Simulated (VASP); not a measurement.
Level of theory: PBE GGA, VASP's PBE PAW potentials (set 64) (plane waves; VASP).

Input for VASP

POSCAR:
```
Ge
1.0
  0.0000000000   2.7615407484   2.7615407484
  2.7615407484   0.0000000000   2.7615407484
  2.7615407484   2.7615407484   0.0000000000
Ge
2
Cart
  0.0000000000   0.0000000000   0.0000000000
  1.3807703742   1.3807703742   1.3807703742
```

KPOINTS:
```
Automatic mesh
0
Gamma
8 8 8
0 0 0
```

**INCAR**
```
SYSTEM = Ge
PREC = Accurate
ENCUT = 500
EDIFF = 1E-6
NELM = 100
ALGO = Normal
LREAL = .FALSE.
LASPH = .TRUE.
ISMEAR = 0
SIGMA = 0.05
GGA = PE
LMAXMIX = 4
LWAVE = .FALSE.
LCHARG = .FALSE.
IBRION = 2
ISIF = 3
NSW = 40
EDIFFG = -0.02
PSTRESS = 100
```

POTCAR, in this order: Ge_d (PBE.64 set). Program: vasp_std.

The resulting files:

**OUTCAR**
```
 ion  position               nearest neighbor table
   1  0.000  0.000  0.000-   2 2.39   2 2.39   2 2.39   2 2.39
   2  0.250  0.250  0.250-   1 2.39   1 2.39   1 2.39   1 2.39
  LATTYP: Found a face centered cubic cell.
 ALAT       =     5.5230814968
 Subroutine PRICEL returns:
 Original cell was already a primitive cell.
 Subroutine GETGRP returns: Found 48 space group operations
The static configuration has the point symmetry T_d .
 The point group associated with its full space group is O_h .
The dynamic configuration has the point symmetry T_d .
 Subroutine INISYM returns: Found 48 space group operations
 Subroutine IBZKPT returns following result:
 Found     29 irreducible k-points:

 Following reciprocal coordinates:
            Coordinates               Weight
  0.000000  0.000000  0.000000      1.000000
  0.125000  0.000000  0.000000      8.000000
  0.250000  0.000000  0.000000      8.000000
  0.375000  0.000000  0.000000      8.000000
  0.500000  0.000000  0.000000      4.000000
  0.125000  0.125000  0.000000      6.000000
  0.250000  0.125000  0.000000     24.000000
  0.375000  0.125000  0.000000     24.000000
...
```

**OSZICAR**
```
       N       E                     dE             d eps       ncg     rms          rms(c)
DAV:   1     0.160286236216E+03    0.16029E+03   -0.15316E+04  1070   0.427E+03
DAV:   2     0.110072758858E+02   -0.14928E+03   -0.14629E+03  1052   0.536E+02
DAV:   3    -0.839286989784E+01   -0.19400E+02   -0.19231E+02  1130   0.144E+02
DAV:   4    -0.897271080885E+01   -0.57984E+00   -0.57912E+00  1184   0.287E+01
DAV:   5    -0.898179254737E+01   -0.90817E-02   -0.90812E-02  1172   0.371E+00    0.355E+00
DAV:   6    -0.890947633740E+01    0.72316E-01   -0.28313E-02  1122   0.151E+00    0.212E+00
DAV:   7    -0.886703396015E+01    0.42442E-01   -0.72104E-02  1124   0.243E+00    0.166E-01
DAV:   8    -0.886880932465E+01   -0.17754E-02   -0.65508E-03  1154   0.109E+00    0.676E-02
DAV:   9    -0.886885699978E+01   -0.47675E-04   -0.21839E-04  1300   0.235E-01    0.160E-02
DAV:  10    -0.886886635667E+01   -0.93569E-05   -0.59979E-05  1320   0.145E-01    0.985E-03
DAV:  11    -0.886886650192E+01   -0.14525E-06   -0.98419E-06  1310   0.583E-02
   1 F= -.62399682E+01 E0= -.62399682E+01  d E =-.623997E+01
```

File OUTCAR:
```
------------------------ aborting loop because EDIFF is reached ----------------------------------------
  FORCE on cell =-STRESS in cart. coord.  units (eV):
  Direction    XX          YY          ZZ          XY          YZ          ZX
  --------------------------------------------------------------------------------------
  Total        2.6049180      2.6049180      2.6049180      0.0000000      0.0000000      0.0000000
  in kB       99.0878209     99.0878209     99.0878209      0.0000000      0.0000000      0.0000000
  external PRESSURE =      -0.9121791 kB  Pullay stress =     100.0000000 kB
  volume of cell :       42.12
      direct lattice vectors                 reciprocal lattice vectors
     0.000000000  2.761540748  2.761540748    -0.181058346  0.181058346  0.181058346
     2.761540748  0.000000000  2.761540748     0.181058346 -0.181058346  0.181058346
     2.761540748  2.761540748  0.000000000     0.181058346  0.181058346 -0.181058346
 POSITION                                       TOTAL-FORCE (eV/Angst)
 -----------------------------------------------------------------------------------
      0.00000      0.00000      0.00000        -0.000000     -0.000000     -0.000000
      1.38077      1.38077      1.38077         0.000000      0.000000      0.000000
 -----------------------------------------------------------------------------------
    total drift:                                0.000000      0.000000      0.000000
  FREE ENERGIE OF THE ION-ELECTRON SYSTEM (eV)
  ---------------------------------------------------
  free  energy   TOTEN  =        -8.8688665019 eV

  energy  without entropy=       -8.8688665019  energy(sigma->0) =       -8.86886650
  enthalpy is  TOTEN    =        -6.2399682295 eV   P V=        2.6288982724

 reached required accuracy - stopping structural energy minimisation
```
(Selected blocks of OUTCAR.)

The compound is Ge in the diamond structure. It was relaxed first under an external pressure of 10 GPa.
